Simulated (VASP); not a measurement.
The system is AlN.

```
CELL_PARAMETERS angstrom
3.11300 0.00000 0.00000
-1.55650 2.69594 0.00000
0.00000 0.00000 4.98100
ATOMIC_POSITIONS crystal
Al 0.33333 0.66667 0.00000
Al 0.66667 0.33333 0.50000
N 0.33333 0.66667 0.38000
N 0.66667 0.33333 0.88000
```

- Program: VASP 6.6.1
- Task: relaxation of cell and atoms
- Functional: PBE
- Potentials or basis: VASP PAW PBE potentials, release 64 (Al, N)
- Cutoff: 600 eV
- k mesh: 10 × 10 × 6
- Occupations: gaussian, width 0.05 eV
- Spin: no spin polarisation

At the start: pressure 3.3 GPa; volume 10.45 Å³/atom.

Question: Where does the relaxation end?

Answer: Over 3 steps the energy falls by 2.1 meV/atom and the volume is 10.62 Å³/atom (+1.7 %); space group P6_3mc (No. 186, to 0.05 Å).

The path:
```tsv
step	energy change (eV)	largest force (eV/Å)	pressure (GPa)	volume (Å³)
1	0.0000	0.1289	3.33	41.80
2	-0.0018	0.0912	-2.77	43.13
3	-0.0083	0.0036	0.00	42.50
```

Final structure:
```yaml
crystal:
  lattice:
    - [3.12733, 0.00000, 0.00000]
    - [-1.56366, 2.70835, 0.00000]
    - [0.00000, 0.00000, 5.01757]
  atoms:
    - { symbol: Al, position: [0.33333, 0.66667, 0.99934] }
    - { symbol: Al, position: [0.66667, 0.33333, 0.49934] }
    - { symbol: N, position: [0.33333, 0.66667, 0.38066] }
    - { symbol: N, position: [0.66667, 0.33333, 0.88066] }
```
